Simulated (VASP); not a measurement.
VASP input:

INCAR:
```
! general
SYSTEM   =  InAs
PREC     =  Accurate
ENCUT    =  500
LREAL    =  .FALSE.
LASPH    =  .TRUE.

! electronic loop
EDIFF    =  1E-6
NELM     =  100
ALGO     =  Normal
LMAXMIX  =  4

! smearing
ISMEAR   =  1
SIGMA    =  0.1

! functional
GGA      =  PS

! ions
IBRION   =  2
NSW      =  40
ISIF     =  3
EDIFFG   =  -0.02
PSTRESS  =  50

! output
LWAVE    =  .FALSE.
LCHARG   =  .FALSE.
```

File KPOINTS:
```
Automatic mesh
0
Gamma
11 11 11
0 0 0
```

File POSCAR:
```
InAs
1.0
  3.4358207962   0.0000000000   0.0000000000
  0.0000000000   3.4358207962   0.0000000000
  0.0000000000   0.0000000000   3.4358207962
In As
1 1
Direct
  0.0000000000   0.0000000000   0.0000000000
  0.5000000000   0.5000000000   0.5000000000
```

POTCAR, in this order: In_d As (PBE.64 set). Program: vasp_std.

Q: Write an equivalent input for Ansatz.

A: One equivalent input (not run):
Ansatz 0.2 input:
```yaml
crystal:
  lattice:
    - [3.4358208, 0.0000000, 0.0000000]
    - [0.0000000, 3.4358208, 0.0000000]
    - [0.0000000, 0.0000000, 3.4358208]
  atoms:
    - { symbol: In, position: [0.0000000, 0.0000000, 0.0000000] }
    - { symbol: As, position: [0.5000000, 0.5000000, 0.5000000] }
kpoints:
  mp_grid: { grid: [11, 11, 11] }
hamiltonian:
  xc: pbesol
  pseudopotentials: { kind: paw }
scf:
  occupations: { method: methfessel_paxton, width: 0.1 }
  max_iter: 100
relax:
  max_steps: 40
  f_tol: 0.02
  cell: { p_target: 5 }
output: { forces: true, stress: true, eigenvalues: true }
```
Limits of the translation: each code has its own PAW files, so the cut-off isn't converted (ENCUT is set for VASP's; basis.ecutwfc is left out, and Ansatz then takes the one that its files recommend); Ansatz stops its SCF on the density residual and VASP on the energy change (EDIFF).

The structure was generated: InAs was put into the CsCl type type (Pm-3m), which need not be its known phase. It was relaxed first under an external pressure of 5 GPa.
